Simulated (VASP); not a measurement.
Method: PBE GGA, VASP's PBE PAW potentials (set 64) (plane waves; VASP 6.6.1).

Input for VASP

**INCAR**
```
SYSTEM = MgB2
PREC = Accurate
ENCUT = 620
EDIFF = 1E-6
NELM = 100
ALGO = Normal
LREAL = .FALSE.
LASPH = .TRUE.
ISMEAR = 1
SIGMA = 0.1
GGA = PE
LWAVE = .FALSE.
LCHARG = .FALSE.
IBRION = 2
ISIF = 3
NSW = 40
EDIFFG = -0.02
```

**POSCAR**
```
MgB2
1
    1.5347547878    -2.6582727819     0.0000000000
    1.5347547878     2.6582727819    -0.0000000000
   -0.0000000000    -0.0000000000     3.5339151490
Mg B
1 2
Direct
  0.0000000000   1.0000000000   1.0000000000
  0.3333330000   0.6666670000   0.5000000000
  0.6666670000   0.3333330000   0.5000000000
```

KPOINTS:
```
Automatic mesh
0
Gamma
11 11 9
0 0 0
```

POTCAR, in this order: Mg B (PBE.64 set). Program: vasp_std.

Output

File OUTCAR:
```
 ion  position               nearest neighbor table
   1  0.000  0.000  0.000-   2 2.50   3 2.50   2 2.50   3 2.50   3 2.50   3 2.50   2 2.50   2 2.50
                             3 2.50   3 2.50   2 2.50   2 2.50
   2  0.333  0.667  0.500-   3 1.77   3 1.77   3 1.77   1 2.50   1 2.50   1 2.50   1 2.50   1 2.50
                             1 2.50
   3  0.667  0.333  0.500-   2 1.77   2 1.77   2 1.77   1 2.50   1 2.50   1 2.50   1 2.50   1 2.50
                             1 2.50
  LATTYP: Found a hexagonal cell.
 ALAT       =     3.0695091532
 C/A-ratio  =     1.1512965014
 Subroutine PRICEL returns:
 Original cell was already a primitive cell.
 Subroutine GETGRP returns: Found 24 space group operations
The static configuration has the point symmetry D_6h.
The dynamic configuration has the point symmetry D_6h.
 Subroutine INISYM returns: Found 24 space group operations
 Subroutine IBZKPT returns following result:
 Found     80 irreducible k-points:

 Following reciprocal coordinates:
            Coordinates               Weight
  0.000000  0.000000  0.000000      1.000000
  0.090909  0.000000  0.000000      6.000000
  0.181818 -0.000000  0.000000      6.000000
  0.272727 -0.000000  0.000000      6.000000
  0.363636 -0.000000  0.000000      6.000000
  0.454545 -0.000000  0.000000      6.000000
  0.090909  0.090909  0.000000      6.000000
  0.181818  0.090909  0.000000     12.000000
  0.272727  0.090909  0.000000     12.000000
  0.363636  0.090909  0.000000     12.000000
  0.454545  0.090909  0.000000      6.000000
  0.181818  0.181818  0.000000      6.000000
  0.272727  0.181818  0.000000     12.000000
  0.363636  0.181818  0.000000     12.000000
  0.272727  0.272727  0.000000      6.000000
  0.363636  0.272727  0.000000      6.000000
  0.000000  0.000000  0.111111      2.000000
  0.090909  0.000000  0.111111     12.000000
  0.181818 -0.000000  0.111111     12.000000
...
```

**OSZICAR**
```
       N       E                     dE             d eps       ncg     rms          rms(c)
DAV:   1     0.101439176700E+02    0.10144E+02   -0.44840E+03  1352   0.989E+02
DAV:   2    -0.167274432028E+02   -0.26871E+02   -0.25936E+02  1920   0.124E+02
DAV:   3    -0.170572248579E+02   -0.32978E+00   -0.32629E+00  1576   0.169E+01
DAV:   4    -0.170579759830E+02   -0.75113E-03   -0.74929E-03  1984   0.689E-01
DAV:   5    -0.170579767390E+02   -0.75596E-06   -0.75606E-06  1600   0.142E-02    0.532E+00
DAV:   6    -0.155764844086E+02    0.14815E+01   -0.25067E+00  1432   0.870E+00    0.251E+00
DAV:   7    -0.153330199683E+02    0.24346E+00   -0.12084E+00  1568   0.592E+00    0.780E-01
DAV:   8    -0.153357585267E+02   -0.27386E-02   -0.13302E-01  1400   0.233E+00    0.413E-01
DAV:   9    -0.153254572554E+02    0.10301E-01   -0.35101E-02  1408   0.103E+00    0.550E-02
DAV:  10    -0.153254466877E+02    0.10568E-04   -0.10182E-03  1872   0.234E-01    0.230E-02
DAV:  11    -0.153254446371E+02    0.20505E-05   -0.11265E-04  1440   0.662E-02    0.821E-03
DAV:  12    -0.153254396475E+02    0.49896E-05   -0.23084E-05  1480   0.271E-02    0.914E-04
DAV:  13    -0.153254396744E+02   -0.26883E-07   -0.19989E-07  1080   0.449E-03
   1 F= -.15325440E+02 E0= -.15325511E+02  d E =-.153254E+02
```

File OUTCAR:
```
------------------------ aborting loop because EDIFF is reached ----------------------------------------
  FORCE on cell =-STRESS in cart. coord.  units (eV):
  Direction    XX          YY          ZZ          XY          YZ          ZX
  --------------------------------------------------------------------------------------
  Total        0.0015328      0.0015328     -0.0171011      0.0000000     -0.0000000     -0.0000000
  in kB        0.0851645      0.0851645     -0.9501871      0.0000000     -0.0000000     -0.0000000
  external PRESSURE =      -0.2599527 kB  Pullay stress =       0.0000000 kB
  volume of cell :       28.84
      direct lattice vectors                 reciprocal lattice vectors
     1.534754788 -2.658272782  0.000000000     0.325784942 -0.188092059  0.000000000
     1.534754788  2.658272782  0.000000000     0.325784942  0.188092059  0.000000000
     0.000000000  0.000000000  3.533915149     0.000000000  0.000000000  0.282972272
 POSITION                                       TOTAL-FORCE (eV/Angst)
 -----------------------------------------------------------------------------------
      0.00000      0.00000      0.00000         0.000000     -0.000000      0.000000
      1.53475      0.88609      1.76696        -0.000000     -0.000000      0.000000
      1.53475     -0.88609      1.76696         0.000000      0.000000      0.000000
 -----------------------------------------------------------------------------------
    total drift:                               -0.000000     -0.000000      0.000000
  FREE ENERGIE OF THE ION-ELECTRON SYSTEM (eV)
  ---------------------------------------------------
  free  energy   TOTEN  =       -15.3254396744 eV

  energy  without entropy=      -15.3256549600  energy(sigma->0) =      -15.32551144

 reached required accuracy - stopping structural energy minimisation
```
(Selected blocks of OUTCAR.)

The compound is MgB2 in the AlB2 type structure. It was relaxed first.
